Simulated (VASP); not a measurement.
Energy against volume of PtAl2 (fluorite). These are optB88-vdW, VASP's PBE PAW potentials (set 64) (plane waves; VASP) values and carry that method's errors. Run with 520 eV cut-off, 9×9×9 Γ-centred mesh, first-order Methfessel-Paxton smearing of 0.10 eV, potentials Al Pt.

```tsv
V (Å³/atom)	E (eV/atom)
16.429	-3.59883
16.954	-3.62048
17.478	-3.62700
18.002	-3.62070
```

Task: Fit these four points and predict the energy of the run at 18.527 Å³/atom.

Result: A cubic in V^(−2/3), the third-order Birch-Murnaghan form, passes through the four points with V0 = 17.47 Å³/atom and B0 = 131 GPa, and gives -3.6035 eV/atom there. The run gave -3.6036 eV/atom, -0.1 meV/atom from the fit; all five points give B0 = 130 GPa.

The compound is PtAl2 in the fluorite structure. It was relaxed first.
